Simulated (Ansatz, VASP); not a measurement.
**ZrAl3B3N in VASP and in Ansatz**

```
Zr Al B N
1.0
     5.22718    0.00000    0.00000
    -2.61359    4.52687    0.00000
     0.00000    0.00000    4.27271
Zr Al B N
1 3 3 1
Direct
  0.00000 0.00000 0.50000
  0.50000 0.00000 0.00000
  0.00000 0.50000 0.00000
  0.50000 0.50000 0.00000
  0.50000 0.00000 0.50000
  0.00000 0.50000 0.50000
  0.50000 0.50000 0.50000
  0.00000 0.00000 0.00000
```

Alike in both runs: functional PBE; k mesh 3 × 3 × 3; occupations gaussian, width 0.15 eV; no spin polarisation.

Ansatz relaxed the structure, and its values are those at the end. VASP's run is a single point on that final structure, the one shown.

|  | VASP | Ansatz |
| --- | --- | --- |
| version | VASP 6.6.1 | Ansatz 0.2.0 |
| potentials or method | VASP PAW PBE potentials, release 64 (Zr_sv, Al, B, N) | scalar-relativistic, plane waves, PAW |
| plane-wave cutoff (eV) | 520 | 420 |
| valence electrons in the cell | 35 | 35 |

```tsv
	VASP	Ansatz	Ansatz less VASP
gap on the k mesh at the Fermi level (eV)	none	none	-
pressure (GPa)	0.0	0.0	-0.01
```

A gap of «none» marks a metal or a gap that the smearing closes.

Caveats: the k mesh is coarse (spacing up to 0.49 Å⁻¹), so the values aren't converged.
